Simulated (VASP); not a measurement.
Level of theory: PBE GGA with spin-orbit coupling, VASP's PBE PAW potentials (set 64) (plane waves; VASP).

VASP input:

**INCAR**
```
ALGO  =  Normal
EDIFF  =  1E-6
ENCUT  =  400
GGA  =  PE
GGA_COMPAT  =  F
ISIF  =  2
ISMEAR  =  1
LASPH  =  T
LCHARG  =  F
LREAL  =  F
LSORBIT  =  T
LWAVE  =  F
MAGMOM  =  6*0
NELM  =  100
PREC  =  Accurate
SIGMA  =  0.1
SYSTEM  =  Mg
```

### KPOINTS
```
Automatic
0
gamma
  12 12 7
```

### POSCAR
```
Mg
1
    1.5906570000    -2.8205470000     0.0000000000
    1.5906570000     2.8205470000     0.0000000000
    0.0000000000     0.0000000000     5.1992980000
Mg
2
Direct
  0.3333330000   0.6666670000   0.2500000000
  0.6813880000   0.3480540000   0.7500000000
```

POTCAR, in this order: Mg (PBE.64 set). Program: vasp_ncl.

Predict the energy per atom (σ→0), band gap (on the k-mesh).

```json
{
  "energy per atom (σ→0)": "-1.504 eV/atom",
  "band gap (on the k-mesh)": "none (metal, semimetal or under 0.01 eV)"
}
```

File OSZICAR:
```
...
DAV:   4    -0.302218246505E+01   -0.49335E-03   -0.49314E-03  8248   0.467E-01
DAV:   5    -0.302218747332E+01   -0.50083E-05   -0.50078E-05  8768   0.494E-02    0.966E-01
DAV:   6    -0.301627725547E+01    0.59102E-02   -0.63409E-04  8064   0.281E-01    0.619E-01
DAV:   7    -0.300878227168E+01    0.74950E-02   -0.24961E-03  7520   0.489E-01    0.346E-02
DAV:   8    -0.300879642677E+01   -0.14155E-04   -0.15748E-05  9140   0.327E-02    0.801E-03
DAV:   9    -0.300879485169E+01    0.15751E-05   -0.14257E-06  7864   0.867E-03    0.139E-03
DAV:  10    -0.300879478397E+01    0.67715E-07   -0.54725E-09  4364   0.637E-04
   1 F= -.30087948E+01 E0= -.30084733E+01  d E =-.964497E-03  mag=    -0.0000     0.0000    -0.0000
```

The compound is Mg in the hcp structure. The cell was not relaxed at this level, atoms are displaced from their ideal sites. The run is one of a series of settings (GGA_COMPAT = .FALSE., LSORBIT = .TRUE., MAGMOM = 0 0 0 0 0 0, program vasp_ncl against the base run), some of them coarse on purpose.
